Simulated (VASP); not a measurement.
Set up this calculation in VASP 6.6.1, as the native input.

```
Task                   : single point
Functional             : PBEsol
Potentials or basis    : VASP PAW PBE potentials, release 64 (Mg, C)
Cutoff                 : 700 eV
k mesh                 : 6 × 6 × 6
Occupations            : gaussian, width 0.02 eV
Spin                   : no spin polarisation
Further INCAR settings : ALGO = Fast; EDIFF = 1e-07; NBANDS = 19
```

The structure of MgC2 lies in POSCAR:

```
MgC2
1.0
    3.9204400000      0.0000000000      0.0000000000
    0.0000000000      3.9204400000      0.0000000000
    0.0000000000      0.0000000000      4.8989300000
Mg C
2 4
Direct
    0.5000000000      0.5000000000      0.0000000000
    0.0000000000      0.0000000000      0.5000000000
    0.8868800000      0.8868800000      0.0000000000
    0.6131200000      0.3868800000      0.5000000000
    0.1131200000      0.1131200000      0.0000000000
    0.3868800000      0.6131200000      0.5000000000
```

The cell comes from a database or a generator and needn't be the stable form of this composition.

These files were run (other wordings do the same):

INCAR

```
SYSTEM = MgC2
  ALGO = Fast
  EDIFF = 1E-7
  ENCUT = 700
  GGA = PS
  ISIF = 2
  ISMEAR = 0
  LASPH = .True.
  LCHARG = .True.
  LELF = .True.
  LREAL = .False.
  LVHAR = .True.
  LWAVE = .False.
  NBANDS = 19
  NELM = 60
  PREC = Accurate
  SIGMA = 0.02
```

KPOINTS

```
k-points
0
Gamma
  6 6 6
  0 0 0
```

Potentials or basis: VASP PAW PBE potentials, release 64 (Mg, C).

Run with:

```console
$ cat potpaw_PBE.64/Mg/POTCAR potpaw_PBE.64/C/POTCAR > POTCAR
$ mpirun -np 1 vasp_std > vasp.out
```

Results of the run:

```json
{"Pressure": "0.0 GPa", "Largest force": "0.005 eV/Å", "Band gap on the k mesh": "2.32 eV, indirect (least direct gap 2.73 eV)"}
```

Caveat: the standard files for N, O and F lose accuracy on very short bonds; the PAW data sets were made with another functional, which shifts forces and pressure a little.

It took 82 s on 1 thread of Intel(R) Xeon(R) Platinum 8259CL CPU @ 2.50GHz (Skylake/Cascade Lake), on a shared host, peak memory 0.26 GiB.
